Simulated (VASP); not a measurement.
The system is SrTlB6.

```xyz
8
Lattice="4.3213 0.0000 0.0000 0.0000 4.3213 0.0000 0.0000 0.0000 5.1520" Properties=species:S:1:pos:R:3 pbc="T T T"
Sr    0.0000    0.0000    2.5760
Tl    0.0000    0.0000    0.0000
B     0.0000    2.1607    0.0000
B     2.1607    0.0000    0.0000
B     2.8112    2.8112    2.5760
B     1.5101    1.5101    2.5760
B     1.5101    2.8112    2.5760
B     2.8112    1.5101    2.5760
```

The cell was built by a generator and needn't be a form met in nature.

The cell isn't the ideal one: random cell by space group and Wyckoff sites (P4/mmm, No. 123).

```yaml
Program: VASP 6.6.1
Task: relaxation of cell and atoms
Functional: PBE
Potentials_or_basis: VASP PAW PBE potentials, release 64 (Sr_sv, Tl_d, B)
Cutoff: 600 eV
k_mesh: 4 × 4 × 4
Occupations: gaussian, width 0.1 eV
Spin: no spin polarisation
```

At the start: pressure 69.4 GPa; volume 12.03 Å³/atom.

Question: Where does the relaxation end?

Answer: Over 22 steps the energy falls by 1347.8 meV/atom and the volume is 24.81 Å³/atom (+106.3 %); space group P4/mmm (No. 123, to 0.05 Å).

Step by step:
```tsv
step	energy change (eV)	largest force (eV/Å)	pressure (GPa)	volume (Å³)
1	0.0000	12.8941	69.39	96.21
2	4.8979	4.9682	4.51	187.53
3	4.0038	5.3440	4.69	176.55
4	2.9567	6.0549	5.15	165.69
5	-2.7782	8.0295	8.09	127.93
6	-4.9284	5.9084	20.77	111.34
7	-4.9925	4.4495	27.15	107.04
8	-5.0066	5.1582	24.17	108.85
9	-9.7381	2.5700	3.18	151.04
10	-10.3269	1.8381	0.11	169.37
11	-10.2604	0.7201	-3.21	210.36
12	-10.4835	1.2014	-1.71	185.84
13	-10.4821	1.2795	-1.43	182.88
14	-10.5119	1.6984	2.89	176.05
15	-10.6188	0.1787	0.75	179.16
16	-10.6626	0.1165	0.63	180.87
17	-10.7439	0.0726	0.36	185.82
18	-10.7609	0.3332	0.36	194.87
19	-10.7720	0.2673	0.28	191.80
20	-10.7532	0.8244	0.96	195.76
21	-10.7772	0.0691	0.48	193.08
22	-10.7828	0.0185	-0.10	198.46
```

Final structure:
```cif
data_structure
_symmetry_space_group_name_H-M 'P 1'
_symmetry_Int_Tables_number 1
_cell_length_a 5.3044
_cell_length_b 5.3044
_cell_length_c 7.0536
_cell_angle_alpha 90.000
_cell_angle_beta 90.000
_cell_angle_gamma 90.000
_cell_volume 198.46
loop_
_atom_site_label
_atom_site_type_symbol
_atom_site_fract_x
_atom_site_fract_y
_atom_site_fract_z
_atom_site_occupancy
Sr1 Sr 0.00000 0.00000 0.50000 1
Tl1 Tl 0.00000 0.00000 0.00000 1
B1 B 0.00000 0.50000 0.00000 1
B2 B 0.50000 0.00000 0.00000 1
B3 B 0.64855 0.64855 0.50000 1
B4 B 0.35145 0.35145 0.50000 1
B5 B 0.35145 0.64855 0.50000 1
B6 B 0.64855 0.35145 0.50000 1
```

Caveat: the k mesh is coarse (spacing up to 0.36 Å⁻¹), so the values aren't converged; the volume moved by over 15 % at a fixed basis, so the end points are rough.
